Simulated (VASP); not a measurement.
Data:

```xyz
3
Lattice="0.0000 2.8173 2.8173 2.8173 0.0000 2.8173 2.8173 2.8173 0.0000" Properties=species:S:1:pos:R:3 pbc="T T T"
Ru     0.0000     0.0000     0.0000
Si     1.4087     1.4087     1.4087
Si     4.2260     4.2260     4.2260
```

Method: r2SCAN meta-GGA, VASP's PBE PAW potentials (set 64) (plane waves; VASP). Numerical set-up: 400 eV cut-off, 11×11×11 Γ-centred mesh, tetrahedra with Blöchl corrections, potentials Ru_pv Si.

Problem. Give the energies of bands 5 to 14 at the high-symmetry points, in eV from the Fermi level.

Solution. 
| band | Γ | X | U | L | W |
|---|---|---|---|---|---|
| 5 | -5.40 | -7.91 | -8.56 | -8.94 | -8.49 |
| 6 | -5.40 | -7.19 | -6.55 | -4.73 | -6.04 |
| 7 | -5.40 | -3.33 | -4.30 | -4.73 | -5.82 |
| 8 | -2.40 | -3.33 | -3.53 | -2.44 | -2.71 |
| 9 | -2.40 | -2.51 | -2.99 | -1.88 | -2.71 |
| 10 | -1.00 | -2.51 | -2.04 | -1.88 | -2.51 |
| 11 | 4.67 | -1.73 | -0.90 | -0.26 | -1.46 |
| 12 | 4.67 | -1.37 | -0.57 | -0.26 | 0.03 |
| 13 | 4.67 | 3.59 | 3.64 | 1.87 | 4.57 |
| 14 | 4.87 | 5.10 | 6.05 | 5.52 | 4.57 |

It has no gap at this level: it comes out as a metal or semimetal.

The structure was generated: Si2Ru was put into the fluorite type (Fm-3m), which need not be its known phase. It was relaxed first, which changed the volume by -13 %.
